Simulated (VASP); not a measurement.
An input for Quantum ESPRESSO's pw.x (written as the equivalent of a VASP run, and not itself run):

```
&CONTROL
  calculation = 'vc-relax'
  pseudo_dir = './pseudo'
  outdir = './out'
  tprnfor = .true.
  tstress = .true.
  nstep = 40
  forc_conv_thr = 0.00078
/
&SYSTEM
  ibrav = 0
  nat = 1
  ntyp = 1
  ecutwfc = 76
  occupations = 'smearing'
  smearing = 'methfessel-paxton'
  degauss = 0.00735
  input_dft = 'pbesol'
/
&ELECTRONS
  conv_thr = 7.3e-08
  electron_maxstep = 100
/
&IONS
/
&CELL
  press = 200
/
ATOMIC_SPECIES
  Au 196.967 Au.upf
CELL_PARAMETERS angstrom
     0.0000000    1.9817752    1.9817752
     1.9817752   -0.0000000    1.9817752
     1.9817752    1.9817752   -0.0000000
ATOMIC_POSITIONS crystal
  Au   0.0000000  0.0000000  0.0000000
K_POINTS automatic
  16 16 16 0 0 0
```

Translate this input to VASP (INCAR, KPOINTS, POSCAR, choice of POTCAR).

One answer among several that fit: 
### INCAR
```
# general
SYSTEM  = Au
PREC    = Accurate
ENCUT   = 500
LREAL   = F
LASPH   = T

# electronic loop
EDIFF   = 1E-6
NELM    = 100
ALGO    = Normal
LMAXMIX = 6

# smearing
ISMEAR  = 1
SIGMA   = 0.1

# functional
GGA     = PS

# ions
IBRION  = 2
NSW     = 40
ISIF    = 3
EDIFFG  = -0.02
PSTRESS = 200

# output
LWAVE   = F
LCHARG  = F
```

**POSCAR**
```
Au
1
    0.0000000000     1.9817751583     1.9817751583
    1.9817751583    -0.0000000000     1.9817751583
    1.9817751583     1.9817751583    -0.0000000000
Au
1
Direct
  0.0000000000   0.0000000000   0.0000000000
```

**KPOINTS**
```
Regular mesh
0
G
16 16 16
0 0 0
```

POTCAR, in this order: Au (PBE.64 set). Program: vasp_std.

Limits of the translation: the potentials are each code's own (VASP's PAW set, PseudoDojo norm-conserving files in pw.x), so ENCUT and ecutwfc are chosen apart and not converted; conv_thr bounds pw.x's estimated SCF error, while EDIFF bounds the energy change between steps; forc_conv_thr acts on force components and is met together with etot_conv_thr.

The compound is Au in the fcc structure. It was relaxed first under an external pressure of 20 GPa.
